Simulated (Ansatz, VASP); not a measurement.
# LiCl in two plane-wave programs, part 2 of 2

Aim: how closely do two programs agree when they are given the same cell, functional and k mesh? The cell is taken from a series of runs on this material, whose earlier steps may have relaxed, scaled, displaced or heated it; both programs get it as it stands.

VASP 6.6.1 and Ansatz 0.2.0.

So far: The starting structure; VASP: zone-centre phonons, LDA.

**3. Ansatz: zone-centre phonons, LDA**

Level of this step: Ansatz beside VASP: Kohn-Sham DFT, plane waves, LDA (Ansatz).

Ansatz runs on its default PAW (the set named soft_2) files.

The same cell, functional (in two slightly different forms) and mesh now go to Ansatz, which takes its cutoff from its data sets.

The input, input.yaml:

```yaml
crystal:
  lattice:
    - [0.0, 2.522767928, 2.522767928]
    - [2.522767928, 0.0, 2.522767928]
    - [2.522767928, 2.522767928, 0.0]
  atoms:
    - { symbol: Li, position: [0.0, 0.0, 0.0] }
    - { symbol: Cl, position: [0.5, 0.5, 0.5] }
kpoints:
  mp_grid: { grid: [8, 8, 8] }
hamiltonian:
  xc: lda
scf:
  occupations: { method: fixed }
output:
  eigenvalues: true
phonons:
  method: dfpt
  dielectric: true
  rigid_motions: translations
  qmesh: [4, 4, 4]
  temperatures: { t_max: 1000, t_step: 50 }
  qpath:
    path:
      - [[0.0, 0.0, 0.0], [0.5, 0.0, 0.5], [0.625, 0.25, 0.625]]
      - [[0.375, 0.375, 0.75], [0.0, 0.0, 0.0], [0.5, 0.5, 0.5], [0.5, 0.25, 0.75], [0.5, 0.0, 0.5]]
    npoints: 10
```

The run is started by

```sh
> ansatz run input.yaml --threads 4 --pin off --max-ram 16384MiB --backend cpu --events-out ev --progress --plain --runs-dir out
```

Numbers of over 12 decimals in the logs are rounded to 6 here.

What it wrote:

```text
Engine: ansatz 0.2.0, aarch64-unknown-linux-gnu
Pseudopotentials: kind: paw
Pseudopotential: Li, paw, valence charge 3, recommended cutoff 420 eV (normal), Li.paw.azcp
Pseudopotential: Cl, paw, valence charge 7, recommended cutoff 420 eV (normal), Cl.paw.azcp
Functional definition: SPW92
  exchange = slater_x
  correlation = pw_c
Crystal: 2 atoms, lattice volume = 32.112 Å³
Basis set: ecut = 420 eV, 609 PW (Γ), exchange–correlation on 48×48×48 points (8 copies of the dense FFT grid, shifted against one another)
Bands: 9, of which v1, the nominal top of the filled ones, is band 5 counted from 1 (4 counted from 0)
Symmetry: 48 space group operations
k-points: 59 of 512 (irreducible under 8 space group operations, time reversal used)
Non-local potential: Li, projectors of the file, l = 0: 3, l = 1: 2, l = 2: 1
Non-local potential: Cl, projectors of the file, l = 0: 2, l = 1: 2, l = 2: 2
PAW form: soft (Blöchl's): semilocal exchange-correlation on the pseudo side does not see the compensation charge
PAW frozen core: Cl, regenerated for the run's functional, and the local potential with it (the file was generated under x = pbe(κ = 0.804, μ = 0.219515), c = pbe(β = 0.066725))
PAW one-centre angular grid: Li, 110 points (default); XC on 64 Gauss nodes
PAW one-centre angular grid: Cl, 110 points (default); XC on 64 Gauss nodes
Initial density: superposition of atomic densities (neutral atoms: chi_scale 0, normalization atom), corrected by the library's trained network
Initial wavefunctions: pseudopotential atomic-orbital guess
Functional: x = slater, c = lda
SCF iter   1: F=—  HF=-1249.475688 eV  |F-HF|=—  |Δ(HF+E_count)|=         —  Δρ=7.06e-3  dr2=1.23e-2  ethr=1.77e-3  ⟨swp⟩=4.4  Hψ=3151  notcnv=0  defer=97
preconditioner: auto → none  [insulator: Δε(μ)=6.229 eV  Ē_g=14.050 eV  n_scr=8 (ndim 8)  ℏωp=18.5 eV  f_vac=0.000  ε∞_Penn≈2.7]
SCF iter   2: F=—  HF=-1249.468589 eV  |F-HF|=—  |Δ(HF+E_count)|=   7.10e-3  Δρ=3.08e-3  dr2=1.28e-3  ethr=1.23e-4  ⟨swp⟩=3.0  Hψ=1413  notcnv=0  defer=113
SCF iter   3: F=—  HF=-1249.467572 eV  |F-HF|=—  |Δ(HF+E_count)|=   1.02e-3  Δρ=6.24e-4  dr2=1.42e-4  ethr=1.28e-5  ⟨swp⟩=2.0  Hψ=945  notcnv=0  defer=113
SCF iter   4: F=—  HF=-1249.467521 eV  |F-HF|=—  |Δ(HF+E_count)|=   5.09e-5  Δρ=9.36e-5  dr2=1.30e-6  ethr=1.42e-6  ⟨swp⟩=2.7  Hψ=818  notcnv=0  defer=4
SCF iter   5: F=—  HF=-1249.467521 eV  |F-HF|=—  |Δ(HF+E_count)|=   2.23e-7  Δρ=4.52e-6  dr2=3.96e-9  ethr=1.30e-8  ⟨swp⟩=2.8  Hψ=820  notcnv=0
SCF iter   6: F=-1249.467521 eV  HF=-1249.467521 eV  |F-HF|=4.32e-12  |Δ(HF+E_count)|=  6.49e-10  Δρ=5.30e-7  dr2=2.53e-11  ethr=1.00e-12  ⟨swp⟩=7.3  Hψ=3018  notcnv=0
SCF 1 converged in 6 iterations: F = -1249.467521 eV  dr2 = 2.53e-11
  greatest PAW one-centre occupation: 1.000 electrons in one spin orbital (limit 2), on the Li atom at site 0 (counted from 0), in its partial waves of l = 0
DFPT response loops at Γ: preconditioner auto → none (the input reference at scf.mixing.eps_inf says where Resta's filter doesn't serve); β = 0.50; Broyden in place of MSR1
NSCF: frozen V_eff on 29 k-points
NSCF: frozen V_eff on 576 k-points
DFPT response loops at q = (0, 0, 0.25) (fractional): mixed as the last ones told, above
NSCF: frozen V_eff on 300 k-points
DFPT response loops at q = (0, 0, -0.5) (fractional): mixed as the last ones told, above
NSCF: frozen V_eff on 328 k-points
DFPT response loops at q = (0, 0.25, 0.25) (fractional): mixed as the last ones told, above
NSCF: frozen V_eff on 1024 k-points
DFPT response loops at q = (0, 0.25, -0.5) (fractional): mixed as the last ones told, above
NSCF: frozen V_eff on 576 k-points
DFPT response loops at q = (0, 0.25, -0.25) (fractional): mixed as the last ones told, above
NSCF: frozen V_eff on 190 k-points
DFPT response loops at q = (0, -0.5, -0.5) (fractional): mixed as the last ones told, above
NSCF: frozen V_eff on 328 k-points
DFPT response loops at q = (0.25, -0.5, -0.25) (fractional): mixed as the last ones told, above
SCF converged after 6 iterations
Free energy (F): -1249.467521 eV
Harris-Foulkes:  -1249.467521 eV  (|F-HF|=4.32e-12)
Internal energy: -1249.467521 eV  (E = F + TS)
E sigma→0 (E₀):  -1249.467521 eV
Fermi energy:    1.933647 eV
--- Per-component energies (eV) ---
  E_band       = -99.655769
  E_kinetic    = 183.729926
  E_local      = -314.923807  (includes V_loc(G=0)·N_el)
  E_nonlocal   = -2.775407
  E_hartree    = 90.138650
  E_xc         = -117.212667
  E_vxc        = -136.190547  (∫ρ·V_xc dr)
  E_paw        = -643.841773  (= ΣΔE_a)
  E_vpaw       = -9.773377  (= ΣTr[D̂ρ^β])
  E_aug_tail   = 0.000117  (compensation charges beyond the density's cutoff)
  E_ewald      = -444.773051
  E_core_change = 0.190492  (= ΣΔE_core)
  E_smearing   = -0.000000  (= −TS)
  E_closure    = 0.000000  (closes the sum)
  Σ components = -1249.467521   (vs F -1249.467521, Δ=0.00e0)
--- Band table (eV; the first three rows and the last of 59) ---
  k-point 0: bands = ["-40.4314", "-11.5997", "1.9336", "1.9336", "1.9336", "8.2155", "13.5441", "13.5441", "13.5441"]
  k-point 1: bands = ["-40.4308", "-11.5142", "1.3490", "1.8880", "1.8880", "8.6825", "12.7963", "13.4700", "13.4700"]
  k-point 2: bands = ["-40.4293", "-11.2949", "0.1889", "1.7846", "1.7846", "8.9867", "12.3168", "12.3168", "12.8118"]
  k-point 58: bands = ["-40.4259", "-10.6653", "-0.4475", "-0.4475", "0.7573", "11.3842", "11.8223", "12.2016", "12.2016"]
--- Phonons (Γ-DFPT): 2 representative perturbations + reference, on 59 of 512 k-points (Σ response iterations 7) ---
  k mesh reduced under 8 symmetry operations, with k and −k counted as one. Each operation leaves every solved perturbation unchanged. A smaller set is not considered because the run solves the response to a homogeneous field
  ASR residual: 3.182e-4 → 0.000e0 eV/Å²; symmetrization residual: 2.927e-7 eV/Å²
  ASR residual per site (eV/Å²): 4.06e-5 3.18e-4
  Γ frequencies (cm⁻¹): 0.00 0.00 0.00 194.52 194.52 194.52
  ε∞ (high-frequency dielectric tensor):
        3.112509    -0.000000     0.000000
        0.000000     3.112509    -0.000000
        0.000000     0.000000     3.112509
  ε⁰ (static dielectric tensor: ions relaxed, cell fixed):
       12.734461    -0.000000     0.000000
        0.000000    12.734461     0.000000
        0.000000     0.000000    12.734461
  ε⁰ − ε∞ (ionic part):
        9.621952     0.000000     0.000000
        0.000000     9.621952     0.000000
        0.000000     0.000000     9.621952
  softest optical mode at Γ: 194.52 cm⁻¹; the repairs (sum rule, projections) moved no ω² at Γ by more than (1.58 cm⁻¹)²
  Born effective charges Z* (e; rows j = field, columns β = displacement):
    site 0:
         1.17430    0.00000    0.00000
        -0.00000    1.17430    0.00000
         0.00000   -0.00000    1.17430
    site 1:
        -1.17430   -0.00000   -0.00000
         0.00000   -1.17430   -0.00000
         0.00000    0.00000   -1.17430
  Z* charge neutrality: 2.565e-6 e pre-enforcement
  k-mesh period / interband length: 28.5 Å / 1.33 Å = 21.49 at k = (0.0000, 0.0000, -0.5000), direct gap 6.723 eV — 14 or more, which is no proof of convergence
  optical modes at Γ without the LO–TO term, one row a degenerate level:
      ω (cm⁻¹)  modes    IR ((D/Å)²/amu)
        194.52      3            16.4447
  optical modes at Γ + LO–TO along q̂ = [1.0000, 0.0000, 0.0000]:
      ω (cm⁻¹)  modes    IR ((D/Å)²/amu)
        194.52      2            10.9631
        393.46      1             5.4816
  optical modes at Γ + LO–TO along q̂ = [0.0000, 1.0000, 0.0000]:
      ω (cm⁻¹)  modes    IR ((D/Å)²/amu)
        194.52      2            10.9631
        393.46      1             5.4816
  optical modes at Γ + LO–TO along q̂ = [0.0000, 0.0000, 1.0000]:
      ω (cm⁻¹)  modes    IR ((D/Å)²/amu)
        194.52      2            10.9631
        393.46      1             5.4816
--- Phonons (arbitrary-q DFPT): 8 irreducible q on the 4×4×4 mesh ---
  q = [0.0000, 0.0000, 0.0000] (star 1, of the zone-centre solve; hermiticity 7.25e-7, symmetrization 1.41e-13): 0.00 0.00 0.00 194.52 194.52 194.52
  q = [0.0000, 0.0000, 0.2500] (star 8, 2 solved perturbations on 288 of 512 k-point pairs; hermiticity 1.98e-7, symmetrization 4.29e-10): 80.33 80.33 142.44 200.37 200.37 396.07
  q = [0.0000, 0.0000, -0.5000] (star 4, 2 solved perturbations on 150 of 512 k-point pairs; hermiticity 9.05e-9, symmetrization 4.52e-9): 112.38 112.38 200.60 206.22 206.22 399.49
  q = [0.0000, 0.2500, 0.2500] (star 6, 4 solved perturbations in 528 linear systems a pass and spin channel, the states on 164 of 512 k-point pairs; hermiticity 2.07e-7, symmetrization 4.27e-9): 95.02 95.02 148.97 202.57 202.57 320.42
  q = [0.0000, 0.2500, -0.5000] (star 24, 4 solved perturbations in 1600 linear systems a pass and spin channel, the states on 512 of 512 k-point pairs; hermiticity 1.71e-7, symmetrization 4.07e-10): 122.52 147.63 179.99 204.80 217.34 303.28
  q = [0.0000, 0.2500, -0.2500] (star 12, 4 solved perturbations in 904 linear systems a pass and spin channel, the states on 288 of 512 k-point pairs; hermiticity 3.93e-7, symmetrization 2.33e-9): 112.60 139.60 176.67 203.04 214.20 341.78
  q = [0.0000, -0.5000, -0.5000] (star 3, 4 solved perturbations in 308 linear systems a pass and spin channel, the states on 95 of 512 k-point pairs; hermiticity 1.80e-7, symmetrization 2.19e-9): 125.38 125.38 188.01 206.98 206.98 231.39
  q = [0.2500, -0.5000, -0.2500] (star 6, 4 solved perturbations in 502 linear systems a pass and spin channel, the states on 164 of 512 k-point pairs; hermiticity 2.57e-7, symmetrization 1.01e-8): 149.84 164.92 164.92 221.44 221.44 252.11
  sum rule: each row above includes the acoustic sum rule's correction from the zone centre's row sums; it moved no ω² by more than (1.56 cm⁻¹)²
  mesh force constants: q→R imaginary residual 1.48e-18; ASR residual 3.182e-4 → 0.000e0 eV/Å²; symmetrization residual 1.332e-15 eV/Å²
  interpolated dispersion: 63 rows × 6 modes
  density of states and harmonic sums: on the 24×24×24 q-mesh, interpolated from the force constants of a 4×4×4 supercell (with the dipole–dipole term)
  largest difference from the sums on the solved wave vectors: F 1.06e-2 eV, S 1.46e-5 and C_V 3.99e-6 eV/K
  zero-point energy: 0.071482 eV/cell   skipped modes (ω ≤ 0): 3   left out of the sums: 3.62e-5 of the cell's modes: C_V's classical limit lies that fraction below 3 k_B per atom; for a crystal, a wire or a layer, F and S can be off by more, and a phonons.interpolated_qmesh denser along its periods is the remedy for the sampling
```

**4. Differences**

Known differences besides the potentials themselves: the two LDA forms differ slightly; fixed occupations in Ansatz, narrow Gaussian smearing in VASP; VASP's run holds the zone centre alone; the cutoff is 420 eV in Ansatz and 750 eV in VASP; VASP's log shows a relativistic correction to its local exchange, Ansatz's none. Total energies have different zeros and are not compared.

Both answers:

```csv
quantity,Ansatz,VASP,difference
ε∞ xx,3.11,3.12,-0.12 %
ε∞ yy,3.11,3.12,-0.12 %
ε∞ zz,3.11,3.12,-0.12 %
Born charge of Li1 (mean of the diagonal) (e),1.17,1.18,0.00
Born charge of Cl2 (mean of the diagonal) (e),-1.17,-1.18,0.00
optical mode 1 to 3 (cm⁻¹),194.5,193.7,+0.42 %
```

Modes are paired by rising frequency, not by their patterns, so a pair may set unlike modes beside each other; they are those without the splitting of longitudinal modes.

**5. Summary of results**

| Quantity | Value |
| --- | --- |
| r.m.s. difference of the optical zone-centre modes, each program's sorted by frequency (zone-centre phonons, LDA) | 0.81 cm⁻¹ |

In words: The r.m.s. difference of the optical zone-centre modes, each program's sorted by frequency is 0.81 cm⁻¹ (zone-centre phonons, LDA). How closely two codes agree says nothing of how well the functional describes the real material.

[Lines on the potential files, build, host, timing and source positions are cut from VASP's logs without a mark.]

[Logs are printed without paths, hosts, clocks, repeated set-up lines and the standing remarks that a program may print on its own settings, such as how far it seeks lower states.]

[Hosts, paths, dates, database ids (printed as entryN), source tags and the programs' standing remarks are cut or masked in the printed files.]
